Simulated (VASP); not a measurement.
Runs of VASP 6.6.1 on CdS. The structure is hexagonal, space group P6_3mc (No. 186). Conventional cell: a = 4.169 Å, b = 4.169 Å, c = 6.780 Å, α = 90.00°, β = 90.00°, γ = 120.00°. Cd (site symmetry 3m) has 4 S at 2.55 Å as nearest neighbours. S (site symmetry 3m) is surrounded by 4 Cd at 2.55 Å. The cell is a database's computed one.

```csv
task,level,potentials or basis,cell,k mesh,cutoff (eV),grid for exact exchange (PRECFOCK),screening parameter,exchange at q = 0,gap on the mesh (eV),pressure (GPa)
band structure,HSE06,"VASP PAW PBE potentials, release 64 (Cd, S)",as given,6 × 6 × 4,450,Fast,0.2 1/A,-,2.20,(a)
relaxation of cell and atoms,r2SCAN,"VASP PAW PBE potentials, release 64 (Cd, S)",relaxed,8 × 8 × 5,600,-,-,-,1.61,0.0
band structure,LDA,"VASP PAW LDA potentials, release 64 (Cd, S)",as given,10 × 10 × 6,450,-,-,-,0.90,-
band structure,PBE0,"VASP PAW PBE potentials, release 64 (Cd, S)",as given,6 × 6 × 4,450,Fast,-,truncated,2.83,-0.1
band structure,r2SCAN,"VASP PAW PBE potentials, release 64 (Cd, S)",as given,10 × 10 × 6,450,-,-,-,1.61,-0.1
```

Alike in all rows: no spin polarisation; smearing gaussian 0.02 eV.

Task: Fill in the values left out.

Result: (a) 0.1.

Caveats: the PAW data sets were made with another functional, which shifts forces and pressure a little (some runs).

A k mesh can miss the band edges, and the runs leave out spin-orbit coupling on Cd.

Runs at the PBE level aren't shown here.
